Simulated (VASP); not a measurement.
Runs of VASP 6.6.1 on Co. It takes space group P6_3/mmc (No. 194, hexagonal). The conventional cell has a = 2.507 Å, b = 2.507 Å, c = 4.069 Å, α = 90.00°, β = 90.00°, γ = 120.00°. Co (site symmetry -6m2) has 12 Co at 2.50 to 2.51 Å as nearest neighbours. 

| level | potentials or basis | spin | U | pressure (GPa) | moment (μB) |
| --- | --- | --- | --- | --- | --- |
| PBE+U | VASP PAW PBE potentials, release 64 (Co) | collinear, ferromagnetic start | Co d U = 1 eV | -4.3 | (b) |
| LDA | VASP PAW LDA potentials, release 64 (Co) | collinear, ferromagnetic start | - | -22.3 | (a) |
| r2SCAN | VASP PAW PBE potentials, release 64 (Co) | collinear, ferromagnetic start | - | -8.4 | 3.57 |
| PBE | VASP PAW PBE potentials, release 64 (Co) | non-collinear, ferromagnetic start, SOC | - | -5.0 | 3.19 |
| PBE | VASP PAW PBE potentials, release 64 (Co) | collinear, ferromagnetic start | - | -5.0 | 3.19 |
| PBE+U | VASP PAW PBE potentials, release 64 (Co) | collinear, ferromagnetic start | Co d U = 2 eV | -4.3 | 3.53 |

Alike in all rows: task band structure; cell as given; k mesh 16 × 16 × 10; cutoff (eV) 520; smearing fermi-dirac 0.05 eV.

Question: Estimate the missing entries.

Answer: (a) 3.12; (b) 3.40.

Caveats: the U is typed as a test and isn't derived for this compound (some runs); so large a pressure means that the cell lies far from this level's equilibrium, or that cutoff or potentials fall short (some runs); the PAW data sets were made with another functional, which shifts forces and pressure a little (some runs).

Not every run made on this cell is shown here.
